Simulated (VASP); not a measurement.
Output of a VASP run:

### OUTCAR
```
 ion  position               nearest neighbor table
   1  0.335  0.335  0.000-   2 2.54   3 2.58   3 2.58   3 2.58   3 2.58   3 2.58   2 2.59   2 2.59
                             2 2.59   2 2.59
   2  0.665  0.665  0.000-   1 2.54   3 2.58   3 2.58   3 2.58   3 2.58   3 2.58   1 2.59   1 2.59
                             1 2.59   1 2.59
   3  0.000  0.000  0.000-   2 2.58   2 2.58   2 2.58   1 2.58   2 2.58   1 2.58   1 2.58   1 2.58
                             1 2.58   2 2.58
  LATTYP: Found a body centered tetragonal cell.
 ALAT       =     3.1697240000
 C/A-ratio  =     2.4269721906
 Subroutine PRICEL returns:
 Original cell was already a primitive cell.
 Subroutine GETGRP returns: Found 16 space group operations
The static configuration has the point symmetry D_4h.
The dynamic configuration has the point symmetry D_4h.
 Subroutine INISYM returns: Found 16 space group operations
 Subroutine IBZKPT returns following result:
 Found    102 irreducible k-points:

 Following reciprocal coordinates:
            Coordinates               Weight
  0.000000  0.000000  0.000000      1.000000
  0.100000 -0.000000  0.000000      8.000000
  0.200000 -0.000000  0.000000      8.000000
  0.300000  0.000000 -0.000000      8.000000
  0.400000  0.000000 -0.000000      8.000000
  0.500000  0.000000 -0.000000      4.000000
  0.100000  0.100000  0.000000      8.000000
  0.200000  0.100000  0.000000     16.000000
  0.300000  0.100000 -0.000000     16.000000
  0.400000  0.100000  0.000000     16.000000
  0.500000  0.100000  0.000000     16.000000
 -0.400000  0.100000  0.000000     16.000000
 -0.300000  0.100000  0.000000     16.000000
 -0.200000  0.100000 -0.000000     16.000000
 -0.100000  0.100000  0.000000      4.000000
  0.200000  0.200000  0.000000      8.000000
  0.300000  0.200000 -0.000000     16.000000
  0.400000  0.200000  0.000000     16.000000
  0.500000  0.200000  0.000000     16.000000
 -0.400000  0.200000  0.000000     16.000000
 -0.300000  0.200000  0.000000     16.000000
 -0.200000  0.200000  0.000000      4.000000
  0.300000  0.300000 -0.000000      8.000000
  0.400000  0.300000 -0.000000     16.000000
  0.500000  0.300000 -0.000000     16.000000
 -0.400000  0.300000  0.000000     16.000000
 -0.300000  0.300000  0.000000      4.000000
  0.400000  0.400000 -0.000000      8.000000
  0.500000  0.400000 -0.000000     16.000000
 -0.400000  0.400000  0.000000      4.000000
  0.500000  0.500000 -0.000000      2.000000
  0.100000  0.100000  0.100000      8.000000
  0.200000  0.100000  0.100000     16.000000
  0.300000  0.100000  0.100000     16.000000
  0.400000  0.100000  0.100000      8.000000
 -0.100000  0.100000  0.100000      4.000000
  0.200000  0.200000  0.100000      8.000000
  0.300000  0.200000  0.100000     16.000000
  0.400000  0.200000  0.100000     16.000000
  0.500000  0.200000  0.100000     16.000000
   k-points           NKPTS =    102   k-points in BZ     NKDIM =    102   number of bands    NBANDS=     15
   number of dos      NEDOS =    301   number of ions     NIONS =      3
   total plane-waves  NPLWV =  21952
   dimension x,y,z NGX =    28 NGY =   28 NGZ =   28
   dimension x,y,z NGXF=    56 NGYF=   56 NGZF=   56
   ions per type =               2   1
   PREC   = accura    normal or accurate (medium, high low for compatibility)
   ISTART =      0    job   : 0-new  1-cont  2-samecut
   ICHARG =      2    charge: 1-file 2-atom 10-const
   ISPIN  =      1    spin polarized calculation?
   LNONCOLLINEAR =      F non collinear calculations
   LSORBIT =      F    spin-orbit coupling
   INIWAV =      1    electr: 0-lowe 1-rand  2-diag
   ENCUT  =  300.0 eV  22.05 Ry    4.70 a.u.   6.29  6.29  6.29*2*pi/ulx,y,z
   NELM   =    100;   NELMIN=  2; NELMDL= -5     # of ELM steps
   EDIFF  = 0.1E-05   stopping-criterion for ELM
   LREAL  =      F    real-space projection
   NLSPLINE    = F    spline interpolate recip. space projectors
   LMAXMIX     =    6 max onsite mixed and CHGCAR
...
```

### OSZICAR
```
       N       E                     dE             d eps       ncg     rms          rms(c)
DAV:   1     0.914620642655E+02    0.91462E+02   -0.82283E+03  3076   0.102E+03
DAV:   2    -0.227117620773E+02   -0.11417E+03   -0.11237E+03  3585   0.280E+02
DAV:   3    -0.254873351451E+02   -0.27756E+01   -0.27467E+01  4005   0.414E+01
DAV:   4    -0.255046209805E+02   -0.17286E-01   -0.17241E-01  3585   0.376E+00
DAV:   5    -0.255047956263E+02   -0.17465E-03   -0.17464E-03  3991   0.359E-01    0.278E+01
DAV:   6    -0.247863694155E+02    0.71843E+00   -0.39176E+00  3655   0.152E+01    0.102E+01
DAV:   7    -0.247057374742E+02    0.80632E-01   -0.21785E-01  3368   0.288E+00    0.477E+00
DAV:   8    -0.246861746485E+02    0.19563E-01   -0.34828E-02  3893   0.165E+00    0.309E-01
DAV:   9    -0.246857897972E+02    0.38485E-03   -0.10586E-03  3641   0.257E-01    0.173E-01
DAV:  10    -0.246857199526E+02    0.69845E-04   -0.25976E-04  3816   0.159E-01    0.366E-02
DAV:  11    -0.246857154341E+02    0.45185E-05   -0.28390E-05  3746   0.424E-02    0.133E-02
DAV:  12    -0.246857156327E+02   -0.19857E-06   -0.10431E-06  2391   0.757E-03
   1 F= -.24685716E+02 E0= -.24680284E+02  d E =-.108631E-01
```

OUTCAR:
```
------------------------ aborting loop because EDIFF is reached ----------------------------------------
  FORCE on cell =-STRESS in cart. coord.  units (eV):
  Direction    XX          YY          ZZ          XY          YZ          ZX
  --------------------------------------------------------------------------------------
  Total        3.2549537      3.2549537      4.1795015      0.0000000      0.0000000      0.0000000
  in kB      134.9448304    134.9448304    173.2750055      0.0000000      0.0000000      0.0000000
  external PRESSURE =     147.7215555 kB  Pullay stress =       0.0000000 kB
  volume of cell :       38.65
      direct lattice vectors                 reciprocal lattice vectors
    -1.584862000  1.584862000  3.846416000     0.000000000  0.315484881  0.129991140
     1.584862000 -1.584862000  3.846416000     0.315484881  0.000000000  0.129991140
     1.584862000  1.584862000 -3.846416000     0.315484881  0.315484881  0.000000000
 POSITION                                       TOTAL-FORCE (eV/Angst)
 -----------------------------------------------------------------------------------
      0.00000      0.00000      2.57702         0.000000      0.000000     -0.245818
      0.00000      0.00000      5.11581        -0.000000     -0.000000      0.245818
      0.00000      0.00000      0.00000        -0.000000     -0.000000     -0.000000
 -----------------------------------------------------------------------------------
    total drift:                               -0.000000      0.000000      0.000000
  FREE ENERGIE OF THE ION-ELECTRON SYSTEM (eV)
  ---------------------------------------------------
  free  energy   TOTEN  =       -24.6857156327 eV

  energy  without entropy=      -24.6748524913  energy(sigma->0) =      -24.68028406
```
(Selected blocks of OUTCAR.)

### POSCAR
```
Si2W
1
   -1.5848620000     1.5848620000     3.8464160000
    1.5848620000    -1.5848620000     3.8464160000
    1.5848620000     1.5848620000    -3.8464160000
Si W
2 1
Direct
  0.3349900000   0.3349900000   0.0000000000
  0.6650100000   0.6650100000   0.0000000000
  0.0000000000   0.0000000000   0.0000000000
```

Problem. Reconstruct the remaining input files.

Solution. This is not unique; one that fits is the input of the run itself, PBE GGA, plane waves, VASP's PBE PAW potentials (set 64).

KPOINTS:
```
kpoints
0
gamma
  10 10 10
0 0 0
```

### INCAR
```
SYSTEM = Si2W
PREC = Accurate
ENCUT = 300
EDIFF = 1E-6
NELM = 100
ALGO = Normal
LREAL = .FALSE.
LASPH = .TRUE.
ISMEAR = -1
SIGMA = 0.1
GGA = PE
LMAXMIX = 6
LWAVE = .FALSE.
LCHARG = .FALSE.
ISIF = 2
```

POTCAR, in this order: Si W_sv (PBE.64 set). Program: vasp_std.

At this cut-off the stress carries a Pulay error, which pulls relaxed volumes low.

The structure comes from a computed database's Si2W entry; how it stands against other phases isn't given here. The cell was not relaxed at this level.
